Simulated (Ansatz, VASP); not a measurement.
## HfNbSe4: VASP beside Ansatz

```
Hf Nb Se
1.0
     5.49949    0.00000    0.00000
    -2.74975    4.76270    0.00000
     0.00000    0.00000    4.85090
Hf Nb Se
1 1 4
Direct
  0.33333 0.66667 0.00000
  0.66667 0.33333 0.00000
  0.00000 0.00000 0.00000
  0.34234 0.17117 0.50000
  0.82883 0.17117 0.50000
  0.82883 0.65766 0.50000
```

Change from the starting cell: species swapped into the HoCo4Cu type (P-6m2, No. 187).

Alike in both runs: functional PBE; k mesh 6 × 6 × 4; occupations gaussian, width 0.1 eV; no spin polarisation.

Ansatz relaxed the structure, and its values are those at the end. VASP's run is a single point on that final structure, the one shown.

```csv
,VASP,Ansatz
version,VASP 6.6.1,Ansatz 0.2.0
potentials or method,"VASP PAW PBE potentials, release 64 (Hf_pv, Nb_sv, Se)","scalar-relativistic, plane waves, PAW"
plane-wave cutoff (eV),520,420
valence electrons in the cell,47,103
```

```tsv
	VASP	Ansatz	Ansatz less VASP
gap on the k mesh at the Fermi level (eV)	none	none	-
pressure (GPa)	-0.4	-0.3	+0.12
rms of the force components (eV/Å)	0.003	0.006	+0.0027
```

A gap of «none» marks a metal or a gap that the smearing closes. The two sets of potentials don't hold the same shells in valence.

Spin-orbit coupling is left out, which matters for the levels of Hf.
